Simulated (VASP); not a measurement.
Level of theory: PBE GGA, VASP's PBE PAW potentials (set 64) (plane waves; VASP).

VASP input:

File POSCAR:
```
NiAl
1.0
  2.8322000000   0.0000000000   0.0000000000
  0.0000000000   2.8322000000   0.0000000000
  0.0000000000   0.0000000000   2.8322000000
Al Ni
1 1
Cartesian
  1.4161000000   1.4161000000   1.4161000000
  0.0000000000   0.0000000000   0.0000000000
```

INCAR:
```
SYSTEM=NiAl
PREC=Accurate; ENCUT=300; LREAL=.False.
LASPH=.True.
EDIFF=1E-6; NELM=100; ALGO=Normal
LMAXMIX=4
ISMEAR=0; SIGMA=0.136
GGA=PE
ISIF=2
LWAVE=.False.; LCHARG=.False.
```

File KPOINTS:
```
Automatic mesh
0
Gamma
9 9 9
0 0 0
```

POTCAR, in this order: Al Ni (PBE.64 set). Program: vasp_std.

Output

### OSZICAR
```
       N       E                     dE             d eps       ncg     rms          rms(c)
DAV:   1     0.289798678167E+02    0.28980E+02   -0.40835E+03   740   0.877E+02
DAV:   2    -0.112604895341E+02   -0.40240E+02   -0.38479E+02   708   0.173E+02
DAV:   3    -0.119542965288E+02   -0.69381E+00   -0.69041E+00   842   0.284E+01
DAV:   4    -0.119631437542E+02   -0.88472E-02   -0.88439E-02   774   0.309E+00
DAV:   5    -0.119633769331E+02   -0.23318E-03   -0.23318E-03   790   0.510E-01    0.121E+01
DAV:   6    -0.134839743090E+02   -0.15206E+01   -0.54826E+01   768   0.123E+02    0.147E+01
DAV:   7    -0.105080819550E+02    0.29759E+01   -0.15913E+01   770   0.729E+01    0.105E+00
DAV:   8    -0.105046148967E+02    0.34671E-02   -0.31235E-01   806   0.650E+00    0.105E+00
DAV:   9    -0.104897882584E+02    0.14827E-01   -0.54608E-02   794   0.372E+00    0.158E-01
DAV:  10    -0.104895454497E+02    0.24281E-03   -0.74995E-04   760   0.375E-01    0.897E-02
DAV:  11    -0.104895338059E+02    0.11644E-04   -0.41763E-05   968   0.952E-02    0.269E-02
DAV:  12    -0.104895319912E+02    0.18148E-05   -0.39603E-06   536   0.327E-02    0.348E-03
DAV:  13    -0.104895318211E+02    0.17002E-06   -0.43241E-07   352   0.645E-03
   1 F= -.10489532E+02 E0= -.10486084E+02  d E =-.689642E-02
```

### OUTCAR
```
------------------------ aborting loop because EDIFF is reached ----------------------------------------
  FORCE on cell =-STRESS in cart. coord.  units (eV):
  Direction    XX          YY          ZZ          XY          YZ          ZX
  --------------------------------------------------------------------------------------
  Total        1.6310245      1.6310245      1.6310245      0.0000000      0.0000000     -0.0000000
  in kB      115.0268724    115.0268724    115.0268724      0.0000000      0.0000000     -0.0000000
  external PRESSURE =     115.0268724 kB  Pullay stress =       0.0000000 kB
  volume of cell :       22.72
      direct lattice vectors                 reciprocal lattice vectors
     2.832200000  0.000000000  0.000000000     0.353082409  0.000000000  0.000000000
     0.000000000  2.832200000  0.000000000     0.000000000  0.353082409  0.000000000
     0.000000000  0.000000000  2.832200000     0.000000000  0.000000000  0.353082409
 POSITION                                       TOTAL-FORCE (eV/Angst)
 -----------------------------------------------------------------------------------
      1.41610      1.41610      1.41610         0.000000      0.000000      0.000000
      0.00000      0.00000      0.00000         0.000000      0.000000      0.000000
 -----------------------------------------------------------------------------------
    total drift:                               -0.000000      0.000000      0.000000
  FREE ENERGIE OF THE ION-ELECTRON SYSTEM (eV)
  ---------------------------------------------------
  free  energy   TOTEN  =       -10.4895318211 eV

  energy  without entropy=      -10.4826354014  energy(sigma->0) =      -10.48608361
```
(Selected blocks of OUTCAR.)

At this cut-off the stress carries a Pulay error, which pulls relaxed volumes low.

The structure is a typed NiAl crystal (Pm-3m). The cell was not relaxed at this level, and its volume differs by -5.9 % from the start's. The run is not spin-polarised, so no magnetic state was tried. The electron count is odd and the run is not spin-polarised, which forces a metal.
